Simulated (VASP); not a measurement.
An input for Ansatz (written as the equivalent of a VASP run, and not itself run):

Ansatz 0.2 input:
```yaml
crystal:
  lattice:
    - [4.0362718, -2.1770597, 0.0127246]
    - [4.0362718, 2.1770597, 0.0127246]
    - [2.8507370, 0.0000000, 3.5922887]
  atoms:
    - { symbol: Sb, position: [0.2317882, 0.2317882, 0.2317882] }
    - { symbol: Sb, position: [0.7682118, 0.7682118, 0.7682118] }
kpoints:
  mp_grid: { grid: [7, 7, 7] }
hamiltonian:
  xc: r2scan
  pseudopotentials: { kind: paw }
scf:
  occupations: { method: gaussian, width: 0.05 }
  max_iter: 100
relax:
  max_steps: 40
  f_tol: 0.02
  cell: {}
output: { forces: true, stress: true, eigenvalues: true }
```

### Question
Write the VASP files for the same calculation (r2SCAN).

### Answer
This is not unique; one that fits is 
**INCAR**
```
SYSTEM = Sb
PREC = Accurate; ENCUT = 500; LREAL = .False.
LASPH = .True.
EDIFF = 1E-6; NELM = 100; ALGO = Normal
LMAXMIX = 4; LMIXTAU = .True.
ISMEAR = 0; SIGMA = 0.05
METAGGA = R2SCAN
IBRION = 2; NSW = 40; ISIF = 3
EDIFFG = -0.02
LWAVE = .False.; LCHARG = .False.
```

KPOINTS:
```
Automatic
0
gamma
7 7 7
```

POSCAR:
```
Sb
1.0
  4.0362718318  -2.1770597306   0.0127246318
  4.0362718318   2.1770597306   0.0127246318
  2.8507370223   0.0000000000   3.5922886790
Sb
2
Direct
  0.2317882386   0.2317882386   0.2317882386
  0.7682117614   0.7682117614   0.7682117614
```

POTCAR, in this order: Sb (PBE.64 set). Program: vasp_std.

The two are equivalent in intent, not identical: each code has its own PAW files, so the cut-off isn't converted (ENCUT is set for VASP's; basis.ecutwfc is left out, and Ansatz then takes the one that its files recommend); Ansatz stops its SCF on the density residual and VASP on the energy change (EDIFF).

The compound is Sb in the a7 structure. It was relaxed first.
